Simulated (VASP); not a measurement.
Data:

```
CELL_PARAMETERS angstrom
      4.18200     0.00000     0.00000
      0.00000     4.18200     0.00000
      0.00000     0.00000     4.18200
ATOMIC_POSITIONS crystal
  Sc 0.00000 0.00000 0.00000
  Al 0.00000 0.50000 0.50000
  Al 0.50000 0.00000 0.50000
  Al 0.50000 0.50000 0.00000
```

The numbers are results of PBE GGA, VASP's PBE PAW potentials (set 64) (plane waves; VASP 6.6.1), not measurements. Run with 400 eV cut-off, 6×6×6 Γ-centred mesh, first-order Methfessel-Paxton smearing of 0.10 eV, potentials Sc_sv Al.

Q: What does the run give for the energy per atom (σ→0), pressure, band gap (on the k-mesh) with the smallest direct gap where there is one?

A: 
* **band gap (on the k-mesh)**: none (metal, semimetal or under 0.01 eV)
* **energy per atom (σ→0)**: -4806 meV/atom
* **pressure**: -4.26 GPa

Only differences to runs with the same potentials and settings are physical.

The compound is Al3Sc in the L1_2 structure. The cell was not relaxed at this level.
